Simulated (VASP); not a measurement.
Given:

```
MgO
1.0
    3.30779     0.00000     0.00000
   -1.65389     2.86463     0.00000
    0.00000     0.00000     4.98288
Mg O
2 2
Direct
  0.33333   0.66667   0.00216
  0.66667   0.33333   0.50216
  0.33333   0.66667   0.40244
  0.66667   0.33333   0.90244
```

Computed with PBEsol GGA, VASP's PBE PAW potentials (set 64) (plane waves; VASP). Settings: 520 eV cut-off, 9×9×5 Γ-centred mesh, tetrahedra with Blöchl corrections, potentials Mg O.

Problem. Predict the energy per atom (σ→0), band gap (on the k-mesh) with the smallest direct gap where there is one.

Solution. 
band gap (on the k-mesh): 3.34 eV
smallest direct gap (on the k-mesh): 3.34 eV
energy per atom (σ→0): -6.138 eV/atom

Total energies compare only between runs with the same potentials, cut-off and functional.

The structure comes from a computed database's MgO entry (P6_3mc); how it stands against other phases isn't given here. The cell was not relaxed at this level.
